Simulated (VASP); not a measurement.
Data:

```xyz
4
Lattice="1.5364 -2.6845 0.0000 1.5769 2.7079 0.0000 0.0000 0.0000 4.9837" Properties=species:S:1:pos:R:3 pbc="T T T"
Al     1.5499    -0.8871     2.4920
Al     1.5634     0.9104     0.0001
N      1.5499    -0.8871     4.3955
N      1.5634     0.9104     1.9037
```

Computed with PBEsol GGA, VASP's PBE PAW potentials (set 64) (plane waves; VASP). Run with 600 eV cut-off, 8×8×4 Γ-centred mesh, Gaussian smearing of 0.050 eV, potentials Al N.

Question: Estimate the energy per atom (σ→0).

Answer: 
| Quantity | Result |
|---|---|
| energy per atom (σ→0) | -7.828 eV/atom |

Total energies compare only between runs with the same potentials, cut-off and functional.

The compound is AlN in the wurtzite structure. This cell was strained or had an atom moved on purpose.
